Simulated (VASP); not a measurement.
# RPA total energies of MgS (Niningerite), part 2 of 6

Aim: total energies of MgS (Niningerite) from exact exchange and RPA correlation, beside cheaper functionals. The scan starts from a database cell scaled to its smallest volume. The cell is of the rock-salt type. The start is a cell from a database of measured crystal structures.

VASP 6.6.1, plane waves and PAW; the level of theory is named at each step.

So far. Step 3 (Exact exchange, volume ratio 0.94): The Hartree-Fock energy on these orbitals is -6.9584 eV an atom. Step 4 (Empty bands, volume ratio 0.94): WAVECAR now holds 528 bands for 8 electrons.

### 5. RPA correlation, volume ratio 0.94

This step: RPA correlation on PBE orbitals; plane waves and PAW (S_GW, Mg_GW) (VASP 6.6.1).

The RPA correlation energy follows from the response function on imaginary frequencies; VASP computes it for a row of response cutoffs and extrapolates.

The input, INCAR:

```
SYSTEM = MgS
PREC = Accurate
ENCUT = 350
ISMEAR = 0
SIGMA = 0.05
LREAL = .FALSE.
GGA = PE
NBANDS = 528
ALGO = ACFDT
ENCUTGW = 200
NOMEGA = 12
PRECFOCK = Fast
LWAVE = .FALSE.
LCHARG = .FALSE.
```

The input, POSCAR:

```
MgS
1.0
    0.0000000000      2.5485401997      2.5485401997
    2.5485401997      0.0000000000      2.5485401997
    2.5485401997      2.5485401997      0.0000000000
S Mg
1 1
Direct
    0.5000000000      0.5000000000      0.5000000000
    0.0000000000      0.0000000000      0.0000000000
```

The input, KPOINTS:

```
Automatic mesh
0
Gamma
4 4 4
0 0 0
```

The projector-augmented-wave data sets are S_GW and Mg_GW (PBE family, release 64).

Run with:

```sh
$ mpirun -np 8 vasp_std
```

Log:

```text
[banner, memory and clock lines left out]
running    8 mpi-ranks, on    1 nodes
 distrk:  each k-point on    8 cores,    1 groups
 distr:  one band on    1 cores,    8 groups

 POSCAR found type information on POSCAR S Mg
 POSCAR found :  2 types and       2 ions
 [... a notice as in an earlier step ...]

 LDA part: xc-table for (Slater+PW92), standard interpolation
 found WAVECAR, reading the header
 POSCAR, INCAR and KPOINTS ok, starting setup
 FFT: planning ... GRIDC
 FFT: planning ... GRID_SOFT
 FFT: planning ... GRID
 reading WAVECAR
 the WAVECAR file was read successfully
 initial charge from wavefunction
 available memory per node:     70.08 GB, setting MAXMEM to     71762

 The Fermi energy was updated, please check that it is located mid-gap
 values below the HOMO (VB) or above the LUMO (CB) will cause erroneous energies
 E-fermi :   5.7811

 the WAVEDER file was read successfully
 set NWRITE>2 for more details about minimax calculation
 number of imaginary grid points requested:      12
 number of distinct grids requested:  1
 quadrature errors minimized for energies in [ 0.288E+01, 0.352E+03 ]
 bosonic grid (T=0, re) determined with error: 0.5266E-08
 bosonic grid (re): 0.5266E-08
       0.6278       2.0160       3.8398       6.5248      10.7412
      17.6081      29.0636      48.5761      82.6483     144.7285
     270.1235     623.3659
energies w=
    0.000    0.628    0.000    2.016    0.000    3.840    0.000    6.525
    0.000   10.741    0.000   17.608    0.000   29.064    0.000   48.576
    0.000   82.648    0.000  144.728    0.000  270.123    0.000  623.366
 responsefunction array rank=     224
 LDA part: xc-table for (Slater+PW92), standard interpolation

 min. memory requirement per mpi rank     89.6 MB, per node    716.5 MB

 allocating   2 responsefunctions rank=   224
 shmem allocating  12 responsefunctions rank=   224
 response function shared by NCSHMEM nodes    1
 Doing            2  frequencies on each core in blocks of           12
NQ=   1    0.0000    0.0000    0.0000,
|.........|.........|.........|.........
 performed       1573000 updates of chi_q(r,r)
 total number of BLAS operations        412.38 Gflops
NQ=   2    0.2500    0.0000    0.0000,
|.........|.........|.........|.........
 performed       3146000 updates of chi_q(r,r)
 total number of BLAS operations        941.37 Gflops
NQ=   3    0.5000    0.0000    0.0000,
|.........|.........|.........|.........
 performed       4719000 updates of chi_q(r,r)
 total number of BLAS operations       1496.48 Gflops
NQ=   4    0.2500    0.2500    0.0000,
|.........|.........|.........|.........
 performed       6292000 updates of chi_q(r,r)
 total number of BLAS operations       2094.69 Gflops
NQ=   5    0.5000    0.2500    0.0000,
|.........|.........|.........|.........
 performed       7865000 updates of chi_q(r,r)
 total number of BLAS operations       2671.15 Gflops
NQ=   6   -0.2500    0.2500    0.0000,
|.........|.........|.........|.........
 performed       9438000 updates of chi_q(r,r)
 total number of BLAS operations       3269.36 Gflops
NQ=   7    0.5000    0.5000    0.0000,
|.........|.........|.........|.........
 performed      11011000 updates of chi_q(r,r)
 total number of BLAS operations       3889.72 Gflops
NQ=   8   -0.2500    0.5000    0.2500,
|.........|.........|.........|.........
 performed      12584000 updates of chi_q(r,r)
 total number of BLAS operations       4434.31 Gflops
 entering main loop
```

Wall time 44 s (8 MPI ranks of Intel Xeon Platinum 8259CL at 2.50GHz (Skylake/Cascade Lake), shared host); peak memory 1.4 GiB; 4.8 min of CPU time.

OUTCAR, selected parts (step 5):

```text
   k-points           NKPTS =      8   k-points in BZ     NKDIM =     64   number of bands    NBANDS=    528

   NELECT =       8.0000    total number of electrons

 E-fermi :   5.7811

 Hartree contr. to MP2           -6.252428      0.000000

 Hartree contr. to MP2           -3.233232      0.000000

 Hartree contr. to MP2           -0.758988      0.000000

 Hartree contr. to MP2           -1.522221      0.000000

      cutoff energy     smooth cutoff   RPA   correlation   Hartree contr. to MP2

      cutoff energy     smooth cutoff   RPA   correlation   Hartree contr. to MP2
---------------------------------------------------------------------------------
            200.000           160.000      -11.3776627735      -17.4627246488
            190.476           152.381      -11.3200562555      -17.3996655269
            181.406           145.125      -11.2591045880      -17.3327013710
            172.768           138.214      -11.1932933423      -17.2601229726
            164.541           131.632      -11.1227911489      -17.1821042004
            156.705           125.364      -11.0484560406      -17.0994536227
            149.243           119.394      -10.9685744629      -17.0102190382
            142.136           113.709      -10.8828781851      -16.9141125889
  linear regression

  converged value                          -12.1152113990      -18.2815386880

[... 7 parts as in an earlier step ...]

[... 2 further parts left out ...]
```

Read from the output:

* RPA correlation energy: -12.12 eV

The correlation energy is -6.0576 eV an atom. With exact exchange the total is -13.0160 eV an atom.

### 6. Comparison: r2SCAN, volume ratio 0.94

This step: r2SCAN; plane waves and PAW (S_GW, Mg_GW) (VASP 6.6.1).

For comparison the same cell is computed with r2SCAN.

The input, INCAR:

```
SYSTEM = MgS
PREC = Accurate
ENCUT = 350
EDIFF = 1E-06
NELM = 100
ISMEAR = 0
SIGMA = 0.05
LREAL = .FALSE.
ALGO = Normal
METAGGA = R2SCAN
LASPH = .TRUE.
NBANDS = 10
LWAVE = .FALSE.
LCHARG = .FALSE.
KPAR = 8
```

POSCAR is that of step 5.

KPOINTS is that of step 5.

Run with:

```sh
$ mpirun -np 8 vasp_std
```

Log:

```text
[banner, memory and clock lines left out]
running    8 mpi-ranks, on    1 nodes
 distrk:  each k-point on    1 cores,    8 groups
 distr:  one band on    1 cores,    1 groups

 POSCAR found type information on POSCAR S Mg
 POSCAR found :  2 types and       2 ions
 [... a notice as in an earlier step ...]

|                                                                             |
|               ----> ADVICE to this user running VASP <----                  |
|                                                                             |
|     You enforced a specific xc type in the INCAR file but a different       |
|     [... a line on the potential file left out ...]
|     I HOPE YOU KNOW WHAT YOU ARE DOING!                                     |
|                                                                             |

 LDA part: xc-table for (None), standard interpolation
 POSCAR, INCAR and KPOINTS ok, starting setup
 FFT: planning ... GRIDC
 FFT: planning ... GRID_SOFT
 FFT: planning ... GRID
 WAVECAR not read
 entering main loop
       N       E                     dE             d eps       ncg     rms          rms(c)
DAV:   1     0.105333E+02    0.10533E+02   -0.34939E+03   168   0.573E+02
DAV:   2    -0.156626E+02   -0.26196E+02   -0.25235E+02   218   0.995E+01
DAV:   3    -0.169783E+02   -0.13156E+01   -0.13136E+01   204   0.247E+01
DAV:   4    -0.170132E+02   -0.34926E-01   -0.34921E-01   198   0.386E+00
DAV:   5    -0.170151E+02   -0.19170E-02   -0.19168E-02   198   0.914E-01    0.279E+00
DAV:   6    -0.154619E+02    0.15532E+01   -0.98831E-01   166   0.606E+00    0.143E+00
DAV:   7    -0.154429E+02    0.19032E-01   -0.23196E-01   184   0.263E+00    0.585E-01
DAV:   8    -0.154458E+02   -0.29367E-02   -0.74568E-03   226   0.642E-01    0.103E-01
DAV:   9    -0.154457E+02    0.92259E-04   -0.75869E-04   180   0.167E-01    0.129E-02
DAV:  10    -0.154458E+02   -0.41705E-04   -0.39942E-05   242   0.419E-02    0.108E-02
DAV:  11    -0.154458E+02   -0.88869E-05   -0.50413E-06   190   0.133E-02    0.156E-03
DAV:  12    -0.154458E+02    0.74081E-06   -0.30760E-07   100   0.347E-03
   1 F= -.15445786E+02 E0= -.15445786E+02  d E =-.125906E-18
```

The job ended after 6.8 s (8 MPI ranks; peak memory 1 GiB; 49 s of CPU time).

From OUTCAR (step 6):

```text
   NELECT =       8.0000    total number of electrons

 E-fermi :   4.4023

 k-point     1 :       0.0000    0.0000    0.0000
  band No.  band energies     occupation
      1      -9.4673      2.00000
      2       4.0986      2.00000
      3       4.0986      2.00000
      4       4.0986      2.00000
      5       9.2570      0.00000
      6      12.5296      0.00000
      7      12.5296      0.00000
      8      12.5296      0.00000
      9      15.0094      0.00000
    ...

  Total        1.1131300      1.1131300      1.1131300     -0.0000000     -0.0000000      0.0000000
  in kB       53.8706254     53.8706254     53.8706254     -0.0000000     -0.0000000      0.0000000
  external PRESSURE =      53.8706254 kB  Pullay stress =       0.0000000 kB

 POSITION                                       TOTAL-FORCE (eV/Angst)
 -----------------------------------------------------------------------------------
      2.54854      2.54854      2.54854         0.000000     -0.000000     -0.000000
      0.00000      0.00000      0.00000        -0.000000      0.000000      0.000000
 -----------------------------------------------------------------------------------
    total drift:                               -0.000000     -0.000000      0.000000

  FREE ENERGIE OF THE ION-ELECTRON SYSTEM (eV)
  ---------------------------------------------------
  free  energy   TOTEN  =       -15.4457862723 eV

  energy  without entropy=      -15.4457862723  energy(sigma->0) =      -15.44578627

[... 8 parts as in an earlier step ...]

[... 8 further parts left out ...]
```

The PAW data sets were made with PBE, which is usual practice but a small mismatch for other functionals.

Numbers from this step:

| Item | Value |
| --- | --- |
| free energy (TOTEN) | -15.45 eV |
| Fermi energy | 4.402 eV |
| pressure | 5.387 GPa |
| gap on the k-mesh | 3.544 eV |
| least direct gap on the k-mesh | 5.158 eV |

Its energy is -7.7229 eV an atom, on a zero of its own.

### 7. Orbitals for comparison: HSE06, volume ratio 0.94

This step: PBE; plane waves and PAW (S_GW, Mg_GW) (VASP 6.6.1).

A hybrid converges faster from good orbitals, so a cheap PBE run writes WAVECAR first.

The input, INCAR:

```
SYSTEM = MgS
PREC = Accurate
ENCUT = 350
EDIFF = 1E-05
NELM = 100
ISMEAR = 0
SIGMA = 0.05
LREAL = .FALSE.
ALGO = Normal
GGA = PE
NBANDS = 10
LORBIT = 11
LWAVE = .TRUE.
LCHARG = .FALSE.
KPAR = 8
```

POSCAR is that of step 6.

KPOINTS is that of step 6.

Run with:

```sh
$ mpirun -np 8 vasp_std
```

Log:

```text
[banner, memory and clock lines left out]
running    8 mpi-ranks, on    1 nodes
 distrk:  each k-point on    1 cores,    8 groups
 distr:  one band on    1 cores,    1 groups

 POSCAR found type information on POSCAR S Mg
 POSCAR found :  2 types and       2 ions
 [... a notice as in an earlier step ...]

 LDA part: xc-table for (Slater+PW92), standard interpolation
 POSCAR, INCAR and KPOINTS ok, starting setup
 FFT: planning ... GRIDC
 FFT: planning ... GRID_SOFT
 FFT: planning ... GRID
 WAVECAR not read
 entering main loop
       N       E                     dE             d eps       ncg     rms          rms(c)
[... 10 cycles as in an earlier step ...]
DAV:  11    -0.840597E+01    0.30884E-05   -0.80332E-06   106   0.148E-02
   1 F= -.84059660E+01 E0= -.84059660E+01  d E =-.128680E-11
 writing wavefunctions
```

Wall time 2.2 s (8 MPI ranks); peak memory 0.98 GiB.

From OUTCAR (step 7):

```text
   NELECT =       8.0000    total number of electrons

 E-fermi :   4.5700

 k-point     1 :       0.0000    0.0000    0.0000
  band No.  band energies     occupation
      1      -8.6993      2.00000
      2       4.3422      2.00000
      3       4.3422      2.00000
      4       4.3422      2.00000
      5       8.5469      0.00000
      6      12.1947      0.00000
      7      12.1947      0.00000
      8      12.1947      0.00000
      9      14.6554      0.00000
    ...

  Total        1.4037822      1.4037822      1.4037822      0.0000000      0.0000000      0.0000000
  in kB       67.9369211     67.9369211     67.9369211      0.0000000      0.0000000      0.0000000
  external PRESSURE =      67.9369211 kB  Pullay stress =       0.0000000 kB

 POSITION                                       TOTAL-FORCE (eV/Angst)
 -----------------------------------------------------------------------------------
      2.54854      2.54854      2.54854         0.000000     -0.000000      0.000000
      0.00000      0.00000      0.00000        -0.000000      0.000000     -0.000000
 -----------------------------------------------------------------------------------
    total drift:                               -0.000000     -0.000000      0.000000

  FREE ENERGIE OF THE ION-ELECTRON SYSTEM (eV)
  ---------------------------------------------------
  free  energy   TOTEN  =        -8.4059659607 eV

  energy  without entropy=       -8.4059659607  energy(sigma->0) =       -8.40596596

[... 9 parts as in an earlier step ...]

[... 8 further parts left out ...]
```

Read from the output:

```
free energy (TOTEN)            : -8.406 eV
Fermi energy                   : 4.57 eV
pressure                       : 6.794 GPa
gap on the k-mesh              : 2.878 eV
least direct gap on the k-mesh : 4.205 eV
```

The run ends at a pressure of 6.79 GPa.

### 8. Comparison: HSE06, volume ratio 0.94

This step: HSE06; plane waves and PAW (S_GW, Mg_GW) (VASP 6.6.1).

For comparison the same cell is computed with HSE06.

The input, INCAR:

```
SYSTEM = MgS
PREC = Accurate
ENCUT = 350
EDIFF = 1E-06
NELM = 100
ISMEAR = 0
SIGMA = 0.05
LREAL = .FALSE.
ALGO = Normal
LHFCALC = .TRUE.
AEXX = 0.25
GGA = PE
HFSCREEN = 0.2
LASPH = .TRUE.
NBANDS = 10
PRECFOCK = Fast
LWAVE = .FALSE.
LCHARG = .FALSE.
KPAR = 8
```

POSCAR is that of step 7.

KPOINTS is that of step 7.

The WAVECAR or CHGCAR of an earlier step is read.

Run with:

```sh
$ mpirun -np 8 vasp_std
```

Log:

```text
[banner, memory and clock lines left out]
running    8 mpi-ranks, on    1 nodes
 distrk:  each k-point on    1 cores,    8 groups
 distr:  one band on    1 cores,    1 groups

 POSCAR found type information on POSCAR S Mg
 POSCAR found :  2 types and       2 ions
 [... a notice as in an earlier step ...]

 LDA part: xc-table for (Slater+PW92), standard interpolation
 found WAVECAR, reading the header
 POSCAR, INCAR and KPOINTS ok, starting setup
 FFT: planning ... GRIDC
 FFT: planning ... GRID_SOFT
 FFT: planning ... GRID
 reading WAVECAR
 the WAVECAR file was read successfully
 initial charge from wavefunction
 entering main loop
       N       E                     dE             d eps       ncg     rms          rms(c)
DAV:   1    -0.983816E+01   -0.98382E+01   -0.18405E-01   174   0.279E+00    0.156E-01
DAV:   2    -0.983929E+01   -0.11317E-02   -0.37766E-03   180   0.403E-01    0.116E-01
DAV:   3    -0.983908E+01    0.21073E-03   -0.23858E-04   206   0.109E-01    0.732E-02
DAV:   4    -0.983899E+01    0.90969E-04   -0.31328E-05   242   0.411E-02    0.449E-02
DAV:   5    -0.983896E+01    0.34985E-04   -0.99664E-06   234   0.223E-02    0.267E-02
DAV:   6    -0.983894E+01    0.13109E-04   -0.40042E-06   242   0.139E-02    0.158E-02
DAV:   7    -0.983894E+01    0.50307E-05   -0.14760E-06   172   0.851E-03    0.936E-03
DAV:   8    -0.983894E+01    0.19068E-05   -0.50587E-07    82   0.529E-03    0.560E-03
DAV:   9    -0.983894E+01    0.72622E-06   -0.33406E-07    80   0.448E-03
   1 F= -.98389359E+01 E0= -.98389359E+01  d E =-.913704E-19
```

The job ended after 12 s (8 MPI ranks; peak memory 1.7 GiB; 89 s of CPU time).

OUTCAR, selected parts (step 8):

```text
   k-points           NKPTS =      8   k-points in BZ     NKDIM =     64   number of bands    NBANDS=     10

   NELECT =       8.0000    total number of electrons

  exchange ACFDT corr.  =         0.00000000  see jH, gK, PRB 81, 115126

 E-fermi :   3.9523

 k-point     1 :       0.0000    0.0000    0.0000
  band No.  band energies     occupation
      1     -10.7050      2.00000
      2       3.6473      2.00000
      3       3.6473      2.00000
      4       3.6474      2.00000
      5       9.0174      0.00000
      6      12.7303      0.00000
      7      12.7303      0.00000
      8      12.7303      0.00000
      9      15.4020      0.00000
    ...

 POSITION                                       TOTAL-FORCE (eV/Angst)
 -----------------------------------------------------------------------------------
      2.54854      2.54854      2.54854         0.000000      0.000000      0.000000
      0.00000      0.00000      0.00000        -0.000000     -0.000000     -0.000000
 -----------------------------------------------------------------------------------
    total drift:                                0.000000      0.000000      0.000000

  FREE ENERGIE OF THE ION-ELECTRON SYSTEM (eV)
  ---------------------------------------------------
  free  energy   TOTEN  =        -9.8389359283 eV

  energy  without entropy=       -9.8389359283  energy(sigma->0) =       -9.83893593

[... 7 parts as in an earlier step ...]

[... 8 further parts left out ...]
```

The k-mesh is coarse for exact exchange; levels may shift by about 0.1 eV on a finer one.

This step gave:

```yaml
free_energy_toten: -9.839 eV
fermi_energy: 3.952 eV
gap_on_the_k_mesh: 3.929 eV
least_direct_gap_on_the_k_mesh: 5.37 eV
```

Its energy is -4.9195 eV an atom, on a zero of its own.

### 9. Orbitals, volume ratio 0.97

This step: PBE; plane waves and PAW (S_GW, Mg_GW) (VASP 6.6.1).

The same chain follows at a volume ratio of 0.97.

The input, INCAR:

```
SYSTEM = MgS
PREC = Accurate
ENCUT = 350
EDIFF = 1E-08
NELM = 100
ISMEAR = 0
SIGMA = 0.05
LREAL = .FALSE.
ALGO = Normal
GGA = PE
NBANDS = 10
LORBIT = 11
LWAVE = .TRUE.
LCHARG = .FALSE.
KPAR = 8
```

The input, POSCAR:

```
MgS
1.0
    0.0000000000      2.5753689102      2.5753689102
    2.5753689102      0.0000000000      2.5753689102
    2.5753689102      2.5753689102      0.0000000000
S Mg
1 1
Direct
    0.5000000000      0.5000000000      0.5000000000
    0.0000000000      0.0000000000      0.0000000000
```

KPOINTS is that of step 8.

Run with:

```sh
$ mpirun -np 8 vasp_std
```

Log:

```text
[... set-up lines as in an earlier step ...]
 entering main loop
       N       E                     dE             d eps       ncg     rms          rms(c)
DAV:   1     0.155066E+02    0.15507E+02   -0.37466E+03   160   0.571E+02
DAV:   2    -0.777584E+01   -0.23282E+02   -0.22449E+02   232   0.929E+01
DAV:   3    -0.881839E+01   -0.10425E+01   -0.10410E+01   214   0.212E+01
DAV:   4    -0.885500E+01   -0.36609E-01   -0.36593E-01   234   0.332E+00
[...]
DAV:  12    -0.844097E+01    0.61403E-06   -0.34728E-07   218   0.383E-03    0.219E-04
DAV:  13    -0.844097E+01    0.77093E-07   -0.11606E-08   174   0.619E-04    0.452E-05
DAV:  14    -0.844097E+01   -0.94675E-08   -0.39562E-10    98   0.150E-04
   1 F= -.84409708E+01 E0= -.84409708E+01  d E =-.198113E-15
 writing wavefunctions
```

It took 2.6 s on 8 MPI ranks; peak memory 1 GiB.

From OUTCAR (step 9):

```text
  Total        0.8115833      0.8115833      0.8115833      0.0000000      0.0000000      0.0000000
  in kB       38.0623291     38.0623291     38.0623291      0.0000000      0.0000000      0.0000000
  external PRESSURE =      38.0623291 kB  Pullay stress =       0.0000000 kB

 POSITION                                       TOTAL-FORCE (eV/Angst)
 -----------------------------------------------------------------------------------
      2.57537      2.57537      2.57537         0.000000     -0.000000      0.000000
      0.00000      0.00000      0.00000        -0.000000      0.000000     -0.000000
 -----------------------------------------------------------------------------------
    total drift:                               -0.000000     -0.000000      0.000000

  FREE ENERGIE OF THE ION-ELECTRON SYSTEM (eV)
  ---------------------------------------------------
  free  energy   TOTEN  =        -8.4409708129 eV

  energy  without entropy=       -8.4409708129  energy(sigma->0) =       -8.44097081

[... 1 part as in an earlier step ...]

[... 2 further parts left out ...]
[key lines of the parts left out:]
E-fermi :   4.3175
```

The run ends at a pressure of 3.81 GPa.

(Continued in part 3 of 6.)

[Long decimals in the printed logs are rounded to 6 places.]

[Lines on the potential files, build, host, timing and source positions are cut from VASP's logs without a mark.]

[Logs are printed without paths, hosts, clocks, repeated set-up lines and the standing remarks that a program may print on its own settings, such as how far it seeks lower states.]

[Hosts, paths, dates, database ids (printed as entryN), source tags and the programs' standing remarks are cut or masked in the printed files.]

[Measured values are set beside computed ones only where the two were judged alike; some that the calculation misses by far are left out.]

[Pressures printed for these runs are not shown converged in the cutoff: they can be off by several GPa and have the wrong sign.]
